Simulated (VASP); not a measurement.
## MgS (Niningerite): Mg into a neighbouring Mg vacancy

How hard is this move in MgS (Niningerite): Mg into a neighbouring Mg vacancy? Both ends are relaxed first, then a band of images between them. The start is a cell from a database of measured crystal structures.

Program: VASP 6.6.1. Level of theory: PBEsol; plane waves and PAW (S, Mg). Results are calculated unless marked as measured.

This is a report of a sequence of runs, with most program output left out.

### 1. The host crystal

It takes space group Fm-3m (No. 225, cubic). The conventional cell has a = 5.203 Å, b = 5.203 Å, c = 5.203 Å, α = 90.00°, β = 90.00°, γ = 90.00°. Nearest to S lie 6 Mg at 2.60 Å. Mg has 6 S at 2.60 Å nearest. Farther neighbours and most contacts between anions are not listed.

### 2. Relax the host

The later steps need the crystal at this functional's own lattice; a raised cutoff keeps the stress reliable while the cell changes.

File INCAR:

```
SYSTEM = MgS
PREC = Accurate
ENCUT = 350
EDIFF = 1E-06
NELM = 120
ISMEAR = 0
SIGMA = 0.1
LREAL = .FALSE.
ALGO = Normal
GGA = PS
NBANDS = 10
LORBIT = 11
LWAVE = .FALSE.
LCHARG = .FALSE.
KPAR = 6
LASPH = .TRUE.
IBRION = 2
NSW = 40
ISIF = 3
EDIFFG = -0.02
POTIM = 0.4
```

File POSCAR:

```
MgS
1.0
    0.0000000000      2.6016500000      2.6016500000
    2.6016500000      0.0000000000      2.6016500000
    2.6016500000      2.6016500000      0.0000000000
S Mg
1 1
Direct
    0.5000000000      0.5000000000      0.5000000000
    0.0000000000      0.0000000000      0.0000000000
```

File KPOINTS:

```
Automatic mesh
0
Gamma
6 6 6
0 0 0
```

PAW data sets: S and Mg (PBE family, release 64).

Command:

```console
$ mpirun -np 6 vasp_std
```

Run time: 4 s. Hardware: 6 MPI ranks of Intel Xeon Platinum 8259CL at 2.50GHz (Skylake/Cascade Lake), shared host; peak memory 0.76 GiB; 21 s of CPU time.

The gap is read on the k-mesh alone, so it is an upper bound where the band edges lie off the mesh. The PAW data sets were made with PBE, which is usual practice but a small mismatch for other functionals. The run keeps the 48 symmetry operations of its start, so it cannot find a distortion of lower symmetry.

Relaxation path:

| step | energy less that of the first step (eV) | largest force (eV/Å) | pressure (GPa) | volume (Å³) |
| --- | --- | --- | --- | --- |
| 1 | 0.0000 | 0.0000 | -1.09 | 35.22 |
| 2 | -0.0017 | 0.0000 | -0.01 | 34.73 |

```
conventional cell, symmetrised  before  after  change
                         a (Å)   5.203  5.179  -0.5 %
                         b (Å)   5.203  5.179  -0.5 %
                         c (Å)   5.203  5.179  -0.5 %
              volume (Å³/atom)   17.61  17.37  -1.4 %
```

Final coordinates:

```cif
data_structure
_symmetry_space_group_name_H-M 'P 1'
_symmetry_Int_Tables_number 1
_cell_length_a 3.6624
_cell_length_b 3.6624
_cell_length_c 3.6624
_cell_angle_alpha 60.000
_cell_angle_beta 60.000
_cell_angle_gamma 60.000
_cell_volume 34.73
loop_
_atom_site_label
_atom_site_type_symbol
_atom_site_fract_x
_atom_site_fract_y
_atom_site_fract_z
_atom_site_occupancy
S1 S 0.50000 0.50000 0.50000 1
Mg2 Mg 0.00000 0.00000 0.00000 1
```

This step gave:

```
electronic cycles              : 18
electrons                      : 8
free energy (TOTEN)            : -9.071 eV
Fermi energy                   : 4.239 eV
metallic                       : no
gap on the k-mesh              : 2.731 eV
least direct gap on the k-mesh : 3.701 eV
```

The run ended after 2 ionic steps, 0.002 eV below its first step, once forces and stress met EDIFFG = -0.02.

### 3. Relax the start

System of this step: Niningerite. The cell holds 53 atoms: 27 S and 26 Mg. Its edges and angles: a = 10.987 Å, b = 10.987 Å, c = 10.987 Å, α = 60.0°, β = 60.0°, γ = 60.0°. It derives from MgS (Niningerite). Nearest the centre at fractional (0.000, 0.000, 0.167): Mg28 at 1.81 Å, S7 at 1.84 Å, S19 at 1.86 Å, Mg36 at 3.14 Å, Mg34 at 3.15 Å, S25 at 3.17 Å, Mg30 at 3.18 Å, S3 at 3.18 Å. The cell carries charge −2.

A path needs two true minima; the start is relaxed with symmetry off.

This cell carries charge -2, set by NELECT and balanced by a uniform background.

File INCAR:

```
SYSTEM = Mg26S27
PREC = Normal
ENCUT = 280
EDIFF = 1E-05
NELM = 120
ISMEAR = 0
SIGMA = 0.05
LREAL = Auto
ALGO = Fast
GGA = PS
NELECT = 216
NBANDS = 150
LORBIT = 11
LWAVE = .FALSE.
LCHARG = .FALSE.
KPAR = 6
LASPH = .TRUE.
IBRION = 2
NSW = 60
ISIF = 2
EDIFFG = -0.05
POTIM = 0.4
MAXMIX = 40
ISYM = 0
```

File POSCAR:

```
Mg26S27
1.0
    0.0000000000      7.7690246511      7.7690246511
    7.7690246511      0.0000000000      7.7690246511
    7.7690246511      7.7690246511      0.0000000000
S Mg
27 26
Direct
    0.1677047263      0.1664792598      0.1677437199
    0.1700839395      0.1643985074      0.4989134081
    0.1685750707      0.1656967908      0.8329209166
    0.1670283630      0.5010457210      0.1663781385
    0.1667843453      0.4986411892      0.4994629381
    0.1655705434      0.5003432443      0.8345317142
    0.1673525422      0.8326684184      0.1653186946
    0.1699829016      0.8326087347      0.5000151069
    0.1674999465      0.8320501332      0.8276371181
    0.5010981499      0.1661279743      0.1661185035
    0.4953566056      0.1703379828      0.5017806907
    0.4990565029      0.1693171049      0.8359416546
    0.4987558232      0.5016752856      0.1636681612
    0.4974004551      0.5008406969      0.4994399409
    0.4987501933      0.5009968278      0.8321510416
    0.4992712233      0.8327587504      0.1674870540
    0.5007958106      0.8333634908      0.5014983435
    0.5013495162      0.8306929471      0.8338673284
    0.8319992137      0.1703549228      0.1652416564
    0.8313477753      0.1678441452      0.4987708716
    0.8323505857      0.1651209422      0.8350183347
    0.8344148178      0.4977169500      0.1660989778
    0.8318855667      0.4972032509      0.5034030173
    0.8341992490      0.4983681533      0.8356200578
    0.8356714710      0.8316476495      0.1662650497
    0.8298284956      0.8330234881      0.5026161400
    0.8338990497      0.8347635530      0.8316199101
   -0.0038867751      0.0008100360      0.3330217713
   -0.0010867096     -0.0005614853      0.6695033129
    0.0011777884      0.3333613703     -0.0000307369
   -0.0009197872      0.3340090014      0.3349133980
   -0.0012051235      0.3287440247      0.6705896160
   -0.0016137078      0.6646110620      0.0016986608
   -0.0001565831      0.6690434637      0.3318133070
    0.0025918169      0.6672125503      0.6657974682
    0.3297640701     -0.0003290862      0.0013148717
    0.3300468960      0.0015138469      0.3363332683
    0.3339981193      0.0015289058      0.6655091256
    0.3323875797      0.3324395260      0.0009811495
    0.3322552760      0.3361256069      0.3317498809
    0.3262348196      0.3340829696      0.6698401419
    0.3345305160      0.6628927774      0.0053619362
    0.3346191358      0.6632165730      0.3335637287
    0.3342213600      0.6671481867      0.6648824723
    0.6673188103     -0.0011065977      0.0000632174
    0.6661189083     -0.0018988799      0.3330577547
    0.6638049489      0.0000482517      0.6666351867
    0.6646534821      0.3352077565      0.0018762711
    0.6651723623      0.3342393132      0.3337442147
    0.6649907425      0.3320248501      0.6690696212
    0.6634746875      0.6671399547      0.0016720073
    0.6694176298      0.6681049045      0.3295769793
    0.6656340885      0.6621957887      0.6681113324
```

File KPOINTS:

```
Automatic mesh
0
Gamma
2 2 2
0 0 0
```

Command:

```console
$ mpirun -np 6 vasp_std
```

Wall time 7.2 min (6 MPI ranks); peak memory 3.8 GiB; 43 min of CPU time.

Step by step:

```csv
step,energy less that of the first step (eV),largest force (eV/Å)
1,0.0000,0.9139
2,-0.3135,0.5943
3,-0.4747,0.3324
4,-0.5201,0.2148
5,-0.5520,0.0916
6,-0.5565,0.0551
7,-0.5590,0.0429
```

The atoms that moved most (Å):

```
atom      dx      dy      dz  length
Mg42   0.047  -0.114   0.014   0.124
Mg33   0.056  -0.005   0.084   0.101
Mg48  -0.083   0.055  -0.001   0.100
Mg38   0.050   0.007  -0.077   0.092
Mg30  -0.056  -0.004  -0.071   0.091
 S21   0.001  -0.085   0.008   0.086
  S7   0.017   0.084  -0.008   0.086
 S25   0.014  -0.013  -0.083   0.086
```

A gap read on the k-mesh alone can miss the band edges.

This step gave:

```
electronic cycles              : 68
electrons                      : 216
free energy (TOTEN)            : -230.3145 eV
Fermi energy                   : 3.956 eV
gap on the k-mesh              : 2.725 eV
least direct gap on the k-mesh : 2.752 eV
```

The run ended after 7 ionic steps, 0.559 eV below its first step, once the forces on the free atoms met EDIFFG = -0.05.

### 4. Relax the end

The end state is relaxed in the same way, so that both ends share their errors.

This cell carries charge -2, set by NELECT and balanced by a uniform background.

INCAR is that of step 3.

File POSCAR:

```
Mg26S27
1.0
    0.0000000000      7.7690246511      7.7690246511
    7.7690246511      0.0000000000      7.7690246511
    7.7690246511      7.7690246511      0.0000000000
S Mg
27 26
Direct
    0.1675219478      0.1652021371      0.1681271625
    0.1686759508      0.1664598013      0.4985867008
    0.1686205590      0.1652512396      0.8364572312
    0.1671737218      0.4993063100      0.1658353001
    0.1667119758      0.5004025359      0.4998773895
    0.1691454074      0.4960416932      0.8329903278
    0.1706932157      0.8326980105      0.1642818969
    0.1650395781      0.8325605832      0.5020419652
    0.1626370703      0.8344300141      0.8396290021
    0.4991142853      0.1635499971      0.1677762944
    0.5007704553      0.1690530313      0.4980477450
    0.4953253623      0.1714486604      0.8310282391
    0.5037266085      0.4967061507      0.1657966278
    0.5002766114      0.5044303636      0.4969814106
    0.4965091766      0.5044505709      0.8340830892
    0.4992072306      0.8308679409      0.1673987594
    0.4959680797      0.8366030374      0.5015369366
    0.4982129597      0.8345043055      0.8334533415
    0.8323803648      0.1646062771      0.1672760637
    0.8332012307      0.1659396499      0.4995994928
    0.8338525996      0.1680864119      0.8320595265
    0.8327177670      0.4989042026      0.1669304525
    0.8330511962      0.5016176585      0.4970269208
    0.8343063078      0.4999518383      0.8304402815
    0.8297010190      0.8317673997      0.1692689553
    0.8313082000      0.8317225373      0.5026933342
    0.8299897862      0.8337777054      0.8348720212
   -0.0000921314      0.0006137516     -0.0003673096
    0.0036237748     -0.0051752144      0.6677081625
    0.0023216523      0.3300982996     -0.0007285509
   -0.0009321727      0.3341117149      0.3333912433
   -0.0004037651      0.3354843952      0.6651483041
   -0.0004154378      0.6672804110     -0.0018234202
   -0.0019779065      0.6664241663      0.3347215149
   -0.0043904848      0.6684033715      0.6665254918
    0.3315665890      0.0018388107     -0.0017370659
    0.3333832914     -0.0024049264      0.3355970242
    0.3314045514     -0.0043977873      0.6694531667
    0.3275043801      0.3372834533      0.0040303986
    0.3298832374      0.3322026003      0.3366808890
    0.3330482321      0.3324601262      0.6691537891
    0.3331515920      0.6645089117      0.0014328240
    0.3321568373      0.6661056663      0.3350228886
    0.3337079927      0.6640383853      0.6657112244
    0.6665698201      0.0021101869      0.0004677692
    0.6658239358     -0.0011729633      0.3348528573
    0.6677053599     -0.0018359298      0.6702223682
    0.6666070164      0.3321540114     -0.0003466728
    0.6673730043      0.3318780792      0.3329827512
    0.6652317891      0.3356020659      0.6681020634
    0.6669034517      0.6701285096     -0.0010110285
    0.6659691525      0.6664212903      0.3319499487
    0.6649654292      0.6682775588      0.6647604547
```

KPOINTS is that of step 3.

Command:

```console
$ mpirun -np 6 vasp_std
```

Wall time 7.7 min (6 MPI ranks); peak memory 3.5 GiB; 46 min of CPU time.

Step by step:

```
step  energy less that of the first step (eV)  largest force (eV/Å)
   1                                   0.0000                0.8084
   2                                  -0.3993                0.5253
   3                                  -0.5822                0.2754
   4                                  -0.5826                0.2487
   5                                  -0.6294                0.1821
   6                                  -0.6651                0.0858
   7                                  -0.6654                0.0855
   8                                  -0.6702                0.0475
```

The atoms that moved most (Å):

| atom | dx | dy | dz | length |
| --- | --- | --- | --- | --- |
| S20 | 0.093 | 0.007 | 0.001 | 0.093 |
| Mg47 | -0.055 | -0.037 | 0.058 | 0.088 |
| Mg34 | 0.051 | -0.002 | 0.070 | 0.087 |
| Mg37 | 0.000 | -0.071 | -0.050 | 0.087 |
| Mg29 | -0.022 | -0.083 | 0.008 | 0.087 |
| Mg31 | -0.059 | 0.005 | -0.063 | 0.086 |
| Mg36 | 0.056 | 0.025 | -0.053 | 0.081 |
| Mg28 | 0.054 | 0.059 | -0.013 | 0.081 |

Numbers from this step:

| Item | Value |
| --- | --- |
| electronic cycles | 72 |
| free energy (TOTEN) | -230.3117 eV |
| Fermi energy | 4.022 eV |
| gap on the k-mesh | 2.722 eV |
| least direct gap on the k-mesh | 2.750 eV |

The run ended after 8 ionic steps, 0.670 eV below its first step, once the forces on the free atoms met EDIFFG = -0.05.

(Part 1 of 2 ends here.)

[Lines on the potential files, build, host, timing and source positions are cut from VASP's logs without a mark.]

[Logs are printed without paths, hosts, clocks, repeated set-up lines and the standing remarks that a program may print on its own settings, such as how far it seeks lower states.]

[Hosts, paths, dates, database ids (printed as entryN), source tags and the programs' standing remarks are cut or masked in the printed files.]

[Runs that stopped without an error message from VASP are left out.]
